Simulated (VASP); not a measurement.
Computed with PBE GGA, VASP's PBE PAW potentials (set 64) (plane waves; VASP 6.6.1). Each cell was relaxed at this level, without spin-orbit coupling.

Problem. Which of these comes out without a gap?
(A) SnSe2, P-3m1 (164)
(B) MgI2, P-3m1 (164)
(C) Tc, P6_3/mmc (194)
(D) SrO, Fm-3m (225)

Solution. C, Tc, P6_3/mmc (194). The others have gaps of 3.28 eV (SrO, Fm-3m (225)), 0.68 eV (SnSe2, P-3m1 (164)), 3.61 eV (MgI2, P-3m1 (164)).
